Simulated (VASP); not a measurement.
The system is CuI.

```
Cu I
1.0
     0.00000    3.03150    3.03150
     3.03150    0.00000    3.03150
     3.03150    3.03150    0.00000
Cu I
1 1
Cartesian
  4.5473 4.5473 4.5473
  0.0000 0.0000 0.0000
```

Base run:

```yaml
Program: VASP 6.6.1
Functional: r2SCAN
Potentials_or_basis: VASP PAW PBE potentials, release 64 (Cu, I)
Cutoff: 520 eV
k_mesh: 8 × 8 × 8
Occupations: fermi-dirac, width 0.05 eV
Spin: no spin polarisation
```

Its results: band gap on the k mesh 1.62 eV, direct.

The run is repeated on the same cell with these changes: functional from r2SCAN to TB-mBJ. What comes out?

Band gap on the k mesh 2.19 eV, direct.

Caveats: spin-orbit coupling is left out, which moves the levels of the heavy elements.

